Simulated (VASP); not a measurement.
Energy against volume of Cr (bcc, AFM order). Level of theory: optB88-vdW, VASP's PBE PAW potentials (set 64) (plane waves; VASP 6.6.1). Numerical set-up: 520 eV cut-off, 13×13×13 Γ-centred mesh, first-order Methfessel-Paxton smearing of 0.10 eV, potentials Cr_pv.

| V (Å³/atom) | E (eV/atom) |
|---|---|
| 10.825 | -6.37111 |
| 11.170 | -6.39539 |
| 11.516 | -6.40416 |
| 11.861 | -6.39911 |

Question: Fit these four points and predict the energy of the run at 12.207 Å³/atom.

Answer: A cubic in V^(−2/3), the third-order Birch-Murnaghan form, passes through the four points with V0 = 11.56 Å³/atom and B0 = 211 GPa, and gives -6.3818 eV/atom there. The run gave -6.3827 eV/atom, -0.9 meV/atom from the fit; all five points give B0 = 206 GPa.

The compound is Cr in the bcc, AFM order structure. It was relaxed first.
